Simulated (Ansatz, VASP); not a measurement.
# Cross-check of Sr2SnH8O8 (Sr2SnH8O8 (P2_1/c)) between VASP and Ansatz

Aim: how closely do two programs agree when they are given the same cell, functional and k mesh? The structure shown is the start of the Ansatz relaxation below; VASP solves that cell, so the two are compared at the walk's first step.

Calculated with Ansatz 0.2.0; plane waves, with VASP 6.6.1 beside it; single point at PBEsol.

## 1. Starting point

The structure is monoclinic, space group P2_1/c (No. 14). Conventional cell: a = 6.137 Å, b = 11.300 Å, c = 6.190 Å, α = 90.00°, β = 113.76°, γ = 90.00°. Sr has 8 O at 2.53 to 2.79 Å and 1 H at 2.78 Å nearest. Sn has 6 O at 2.09 to 2.10 Å nearest. H has 1 O at 0.98 Å nearest. Nearest to H lie 1 O at 1.01 Å. Nearest to H lie 3 O at 0.98 to 2.78 Å and 5 H at 1.99 to 2.49 Å and 1 Sr at 2.78 Å. Farther neighbours and most contacts between anions are not listed.

## 2. Ansatz: relaxation, PBEsol

Ansatz runs on its default PAW (the set named soft_2) files.

The two programs are compared at the cell with which this relaxation starts, whose forces are those of its first step.

The input, input.yaml:

```yaml
crystal:
  lattice:
    - [6.1366234, 0.0, 0.0]
    - [0.0, 11.300405, 0.0]
    - [-2.493799, 0.0, 5.6658865]
  atoms:
    - { symbol: Sr, position: [0.273612, 0.629654, 0.109945] }
    - { symbol: Sr, position: [0.726388, 0.129654, 0.390055] }
    - { symbol: Sr, position: [0.726388, 0.370346, 0.890055] }
    - { symbol: Sr, position: [0.273612, 0.870346, 0.609945] }
    - { symbol: Sn, position: [0.0, 0.0, 0.0] }
    - { symbol: Sn, position: [0.0, 0.5, 0.5] }
    - { symbol: H, position: [0.858943, 0.803064, 0.773796] }
    - { symbol: H, position: [0.141057, 0.303064, 0.726204] }
    - { symbol: H, position: [0.141057, 0.196936, 0.226204] }
    - { symbol: H, position: [0.858943, 0.696936, 0.273796] }
    - { symbol: H, position: [0.75453, 0.879027, 0.172217] }
    - { symbol: H, position: [0.24547, 0.379027, 0.327783] }
    - { symbol: H, position: [0.24547, 0.120973, 0.827783] }
    - { symbol: H, position: [0.75453, 0.620973, 0.672217] }
    - { symbol: H, position: [0.415317, 0.915535, 0.186149] }
    - { symbol: H, position: [0.584683, 0.415535, 0.313851] }
    - { symbol: H, position: [0.584683, 0.084465, 0.813851] }
    - { symbol: H, position: [0.415317, 0.584465, 0.686149] }
    - { symbol: H, position: [0.632951, 0.738083, 0.946657] }
    - { symbol: H, position: [0.367049, 0.238083, 0.553343] }
    - { symbol: H, position: [0.367049, 0.261917, 0.053343] }
    - { symbol: H, position: [0.632951, 0.761917, 0.446657] }
    - { symbol: O, position: [0.020585, 0.828842, 0.875857] }
    - { symbol: O, position: [0.979415, 0.328842, 0.624143] }
    - { symbol: O, position: [0.979415, 0.171158, 0.124143] }
    - { symbol: O, position: [0.020585, 0.671158, 0.375857] }
    - { symbol: O, position: [0.880005, 0.940309, 0.254116] }
    - { symbol: O, position: [0.119995, 0.440309, 0.245884] }
    - { symbol: O, position: [0.119995, 0.059691, 0.745884] }
    - { symbol: O, position: [0.880005, 0.559691, 0.754116] }
    - { symbol: O, position: [0.349509, 0.97832, 0.250521] }
    - { symbol: O, position: [0.650491, 0.47832, 0.249479] }
    - { symbol: O, position: [0.650491, 0.02168, 0.749479] }
    - { symbol: O, position: [0.349509, 0.52168, 0.750521] }
    - { symbol: O, position: [0.54435, 0.775582, 0.028292] }
    - { symbol: O, position: [0.45565, 0.275582, 0.471708] }
    - { symbol: O, position: [0.45565, 0.224418, 0.971708] }
    - { symbol: O, position: [0.54435, 0.724418, 0.528292] }
basis:
  ecutwfc: 420
  xc_grid: 2
hamiltonian:
  xc: pbesol
kpoints:
  mp_grid: { grid: [5, 3, 5] }
scf:
  occupations: { method: fermi_dirac, width: 0.01 }
  max_iter: 150
output:
  forces: true
  stress: true
relax:
  f_tol: 0.01
  max_steps: 60
  cell: {}
checkpoint:
  write: "../pbesol.run"
  compress: false
  write_wavefunctions: false
  write_every: 100000
```

The run is started by

```bash
$ ansatz run input.yaml --threads 4 --pin off --max-ram 6594MiB --backend cpu --events-out ev --progress --plain --runs-dir out
```

Numbers of over 12 decimals in the logs are rounded to 6 here.

Output:

```text
Engine: ansatz 0.2.0, x86_64-unknown-linux-gnu
Pseudopotentials: kind: paw
Pseudopotential: Sr, paw, valence charge 10, recommended cutoff 420 eV (normal), Sr.paw.azcp
Pseudopotential: Sn, paw, valence charge 14, recommended cutoff 420 eV (normal), Sn.paw.azcp
Pseudopotential: H, paw, valence charge 1, recommended cutoff 420 eV (normal), H.paw.azcp
Pseudopotential: O, paw, valence charge 6, recommended cutoff 420 eV (normal), O.paw.azcp
Functional definition: PBEsol
  exchange = pbesol_x
  correlation = pbesol_c
Crystal: 38 atoms, lattice volume = 392.908 Å³
Basis set: ecut = 420 eV, 7693 PW (Γ), exchange–correlation on 90×160×90 points (8 copies of the dense FFT grid, shifted against one another)
Bands: 128, of which v1, the nominal top of the filled ones, is band 90 counted from 1 (89 counted from 0)
Symmetry: 4 space group operations
Space group: P21/c (ITA 14), of the structure as read, at distance tolerance 7.3e-5 Å
k-points: 26 of 75
Non-local potential: Sr, projectors of the file, l = 0: 3, l = 1: 2, l = 2: 2
Non-local potential: Sn, projectors of the file, l = 0: 2, l = 1: 2, l = 2: 2, l = 3: 2
Non-local potential: H, projectors of the file, l = 0: 2, l = 1: 1
Non-local potential: O, projectors of the file, l = 0: 2, l = 1: 2, l = 2: 1
PAW form: soft (Blöchl's): semilocal exchange-correlation on the pseudo side does not see the compensation charge
PAW frozen core: Sr, regenerated for the run's functional, and the local potential with it (the file was generated under x = pbe(κ = 0.804, μ = 0.219515), c = pbe(β = 0.066725))
PAW frozen core: Sn, regenerated for the run's functional, and the local potential with it (the file was generated under x = pbe(κ = 0.804, μ = 0.219515), c = pbe(β = 0.066725))
PAW frozen core: O, regenerated for the run's functional, and the local potential with it (the file was generated under x = pbe(κ = 0.804, μ = 0.219515), c = pbe(β = 0.066725))
PAW one-centre angular grid: Sr, 110 points (default); XC on 64 Gauss nodes
PAW one-centre angular grid: Sn, 590 points (default); XC on 64 Gauss nodes
PAW one-centre angular grid: H, 110 points (default); XC on 64 Gauss nodes
PAW one-centre angular grid: O, 110 points (default); XC on 64 Gauss nodes
Initial density: superposition of atomic densities (neutral atoms: chi_scale 0, normalization atom), corrected by the library's trained network
Initial wavefunctions: pseudopotential atomic-orbital guess
Functional: x = pbesol(κ = 0.804, μ = 0.123457), c = pbesol(β = 0.046)
SCF iter   1: F=—  HF=-35113.562135 eV  |F-HF|=—  |Δ(HF+E_count)|=         —  Δρ=1.12e-2  dr2=4.02e-1  ethr=1.77e-3  ⟨swp⟩=8.0  Hψ=17881  notcnv=0  defer=313
preconditioner: auto → Resta (q_TF=auto, 2.395 Å⁻¹)  ε∞=3.0  [insulator: Δε(μ)=3.448 eV  Ē_g=17.351 eV  σ=0.010 eV  W_gap=1.00  n_scr=92 (ndim 8)  ℏωp=24.6 eV  f_vac=0.054  D(μ)=0.00/eV (n_scr^D=0)  ε∞_Penn≈3.0]
SCF iter   2: F=—  HF=-35113.458811 eV  |F-HF|=—  |Δ(HF+E_count)|=   1.03e-1  Δρ=3.19e-3  dr2=2.08e-2  ethr=2.23e-4  ⟨swp⟩=2.0  Hψ=5164  notcnv=0  defer=834
SCF iter   3: F=—  HF=-35113.454673 eV  |F-HF|=—  |Δ(HF+E_count)|=   4.14e-3  Δρ=1.40e-3  dr2=5.84e-3  ethr=1.16e-5  ⟨swp⟩=2.0  Hψ=4500  notcnv=0  defer=834
SCF iter   4: F=—  HF=-35113.454491 eV  |F-HF|=—  |Δ(HF+E_count)|=   1.83e-4  Δρ=4.57e-4  dr2=6.47e-4  ethr=3.25e-6  ⟨swp⟩=2.3  Hψ=3854  notcnv=0  defer=834
SCF iter   5: F=—  HF=-35113.454564 eV  |F-HF|=—  |Δ(HF+E_count)|=   7.32e-5  Δρ=1.60e-4  dr2=8.08e-5  ethr=3.59e-7  ⟨swp⟩=2.0  Hψ=4517  notcnv=0  defer=834
SCF iter   6: F=—  HF=-35113.454255 eV  |F-HF|=—  |Δ(HF+E_count)|=   3.09e-4  Δρ=4.15e-5  dr2=9.12e-6  ethr=4.49e-8  ⟨swp⟩=2.4  Hψ=4427  notcnv=0  defer=834
SCF iter   7: F=—  HF=-35113.454265 eV  |F-HF|=—  |Δ(HF+E_count)|=   1.04e-5  Δρ=1.69e-5  dr2=1.07e-6  ethr=5.07e-9  ⟨swp⟩=2.0  Hψ=4414  notcnv=0  defer=834
SCF iter   8: F=—  HF=-35113.454266 eV  |F-HF|=—  |Δ(HF+E_count)|=   5.68e-7  Δρ=1.04e-5  dr2=3.35e-7  ethr=5.96e-10  ⟨swp⟩=2.7  Hψ=4539  notcnv=0  defer=834
SCF iter   9: F=-35113.454266 eV  HF=-35113.454266 eV  |F-HF|=1.08e-8  |Δ(HF+E_count)|=   3.89e-8  Δρ=2.04e-6  dr2=1.70e-8  ethr=5.56e-11  ⟨swp⟩=3.7  Hψ=12129  notcnv=0
SCF 1 converged in 9 iterations: F = -35113.454266 eV  dr2 = 1.70e-8
  greatest PAW one-centre occupation: 0.996 electrons in one spin orbital (limit 2), on the Sn atom at site 5 (counted from 0), in its partial waves of l = 2
relax step   1: F+E_penalty+E_count = -35113.45426583 eV  Δ(F+E_penalty+E_count) = +0.000e0 eV  max|allowed force component| = 2.793e-1 eV/Å  Δτ_max = 0.0000 Å  P = -3.147 GPa  Ω = 392.908 Å³  (9 SCF iters, dr2 threshold 1.00e-7 eV, accepted)
Crystal: 38 atoms, lattice volume = 352.209 Å³
Basis set: ecut = 420 eV, 6871 PW (Γ), exchange–correlation on 90×160×90 points (8 copies of the dense FFT grid, shifted against one another)
[...]
iter 1 solved again at ethr=6.45e-7 eV; its pass at ethr=3.10e-3 eV (dr2=1.16e-3 eV) is discarded
SCF iter   1: F=—  HF=-35113.921767 eV  |F-HF|=—  |Δ(HF+E_count)|=         —  Δρ=4.65e-5  dr2=1.03e-6  ethr=6.45e-7  ⟨swp⟩=6.5  Hψ=29715  notcnv=0
[...]
basis re-selected at this cell: Δ(F+E_penalty+E_count) = +8.331e-3 eV, ΔP = -0.020 GPa vs the last step (what re-selecting the basis moved, of the pressure what is left beyond the Pulay correction that the steps carried, after the strain that the cell walked since its last selection, with what the two solves' SCF thresholds leave and, on support functions, any second-order correction that the steps lacked; it is no m [...]
SCF converged after 5 iterations
Free energy (F): -35113.921257 eV
Harris-Foulkes:  -35113.921257 eV  (|F-HF|=3.64e-11)
Internal energy: -35113.921257 eV  (E = F + TS)
E sigma→0 (E₀):  -35113.921257 eV
Fermi energy:    6.222202 eV
--- Per-component energies (eV) ---
  E_band       = -966.592000
  E_kinetic    = 4387.904808
  E_local      = -11400.684941  (includes V_loc(G=0)·N_el)
  E_nonlocal   = 1560.194003
  E_hartree    = 4250.272652
  E_xc         = -2749.265130
  E_vxc        = -2517.624952  (∫ρ·V_xc dr)
  E_paw        = -21180.526063  (= ΣΔE_a)
  E_vpaw       = -1496.946708  (= ΣTr[D̂ρ^β])
  E_aug_tail   = 0.020962  (compensation charges beyond the density's cutoff)
  E_ewald      = -9983.509224
  E_core_change = 1.671676  (= ΣΔE_core)
  E_smearing   = -0.000000  (= −TS)
  E_closure    = 0.000000  (closes the sum)
  Σ components = -35113.921257   (vs F -35113.921257, Δ=0.00e0)
--- Forces (eV/Å), atoms counted from 1 ---
  atom   1  Sr    -0.00440176    -0.00826298    -0.00353338
  atom   2  Sr     0.00440176    -0.00826298     0.00353338
  atom   3  Sr     0.00440176     0.00826298     0.00353338
  atom   4  Sr    -0.00440176     0.00826298    -0.00353338
  atom   5  Sn     0.00000000    -0.00000000     0.00000000
  atom   6  Sn    -0.00000000     0.00000000     0.00000000
  atom   7  H     -0.00107081    -0.00240371    -0.00163654
  atom   8  H      0.00107081    -0.00240371     0.00163654
  atom   9  H      0.00107081     0.00240371     0.00163654
  atom  10  H     -0.00107081     0.00240371    -0.00163654
  atom  11  H      0.00093447    -0.00003347     0.00108949
  atom  12  H     -0.00093447    -0.00003347    -0.00108949
  atom  13  H     -0.00093447     0.00003347    -0.00108949
  atom  14  H      0.00093447     0.00003347     0.00108949
  atom  15  H      0.00310366    -0.00070680    -0.00162407
  atom  16  H     -0.00310366    -0.00070680     0.00162407
  atom  17  H     -0.00310366     0.00070680     0.00162407
  atom  18  H      0.00310366     0.00070680    -0.00162407
  atom  19  H      0.00314479    -0.00428000     0.00354585
  atom  20  H     -0.00314479    -0.00428000    -0.00354585
  atom  21  H     -0.00314479     0.00428000    -0.00354585
  atom  22  H      0.00314479     0.00428000     0.00354585
  atom  23  O      0.00199289    -0.00240342    -0.00055165
  atom  24  O     -0.00199289    -0.00240342     0.00055165
[...]
atom  31  O     -0.00406662     0.00227245    -0.00103025
  atom  32  O      0.00406662     0.00227245     0.00103025
  atom  33  O      0.00406662    -0.00227245     0.00103025
  atom  34  O     -0.00406662    -0.00227245    -0.00103025
  atom  35  O     -0.00126415     0.00061902    -0.00215237
  atom  36  O      0.00126415     0.00061902     0.00215237
  atom  37  O      0.00126415    -0.00061902     0.00215237
  atom  38  O     -0.00126415    -0.00061902    -0.00215237
  max |Σ_I F_I| component: 8.67e-19 eV/Å
--- Stress (GPa, compression-positive) ---
       -0.024388       0.000000       0.015289
        0.000000      -0.023642       0.000000
        0.015289       0.000000      -0.017465
  P = ⅓ Tr σ = -0.0218 GPa (-0.218 kbar)
--- Relaxed structure (13 steps of the walk, 10 accepted, 2 SCFs on fresh bases) ---
  F+E_penalty+E_count = -35113.92125666 eV   max|allowed force component| = 8.263e-3 eV/Å   (the final SCF, on the basis selected at the relaxed cell)
  cell:  # Å, volume = 366.6012 Å³
    - [5.945299, 1.5895628376113456e-17, 0.071588]
    - [2.927131529361479e-17, 11.019012, -3.059849584253148e-17]
    - [-2.349953, -2.180137626239118e-17, 5.567702]
  atoms:
    - { symbol: Sr, position: [0.269764, 0.627042, 0.100184] }
    - { symbol: Sr, position: [0.730236, 0.127042, 0.399816] }
    - { symbol: Sr, position: [0.730236, 0.372958, 0.899816] }
    - { symbol: Sr, position: [0.269764, 0.872958, 0.600184] }
    - { symbol: Sn, position: [0, 0, 0] }
    - { symbol: Sn, position: [2.7755575615628914e-17, 0.500000, 0.5] }
    - { symbol: H, position: [0.854153, 0.798107, 0.761763] }
    - { symbol: H, position: [0.145847, 0.298107, 0.738237] }
    - { symbol: H, position: [0.145847, 0.201893, 0.238237] }
    - { symbol: H, position: [0.854153, 0.701893, 0.261763] }
    - { symbol: H, position: [0.760314, 0.873360, 0.181621] }
    - { symbol: H, position: [0.239686, 0.373360, 0.318379] }
    - { symbol: H, position: [0.239686, 0.126640, 0.818379] }
    - { symbol: H, position: [0.760314, 0.626640, 0.681621] }
    - { symbol: H, position: [0.424826, 0.911197, 0.161362] }
    - { symbol: H, position: [0.575174, 0.411197, 0.338638] }
    - { symbol: H, position: [0.575174, 0.088803, 0.838638] }
    - { symbol: H, position: [0.424826, 0.588803, 0.661362] }
    - { symbol: H, position: [0.633653, 0.747437, 0.936747] }
    - { symbol: H, position: [0.366347, 0.247437, 0.563253] }
    - { symbol: H, position: [0.366347, 0.252563, 0.063253] }
    - { symbol: H, position: [0.633653, 0.752563, 0.436747] }
    - { symbol: O, position: [0.018000, 0.826267, 0.869342] }
    - { symbol: O, position: [0.982000, 0.326267, 0.630658] }
    - { symbol: O, position: [0.982000, 0.173733, 0.130658] }
    - { symbol: O, position: [0.018000, 0.673733, 0.369342] }
    - { symbol: O, position: [0.885163, 0.939618, 0.261854] }
    - { symbol: O, position: [0.114837, 0.439618, 0.238146] }
    - { symbol: O, position: [0.114837, 0.060382, 0.738146] }
    - { symbol: O, position: [0.885163, 0.560382, 0.761854] }
    - { symbol: O, position: [0.356379, 0.972124, 0.238216] }
    - { symbol: O, position: [0.643621, 0.472124, 0.261784] }
    - { symbol: O, position: [0.643621, 0.027876, 0.761784] }
    - { symbol: O, position: [0.356379, 0.527876, 0.738216] }
    - { symbol: O, position: [0.568554, 0.772981, 0.055961] }
    - { symbol: O, position: [0.431446, 0.272981, 0.444039] }
    - { symbol: O, position: [0.431446, 0.227019, 0.944039] }
    - { symbol: O, position: [0.568554, 0.727019, 0.555961] }
```

The column dr2 measures how far the density is from self-consistency, as an energy; F and HF (Harris–Foulkes) agree once it is small.

(Part 1 of 2 ends here.)

[Lines on the potential files, build, host, timing and source positions are cut from VASP's logs without a mark.]

[Logs are printed without paths, hosts, clocks, repeated set-up lines and the standing remarks that a program may print on its own settings, such as how far it seeks lower states.]

[Hosts, paths, dates, database ids (printed as entryN), source tags and the programs' standing remarks are cut or masked in the printed files.]
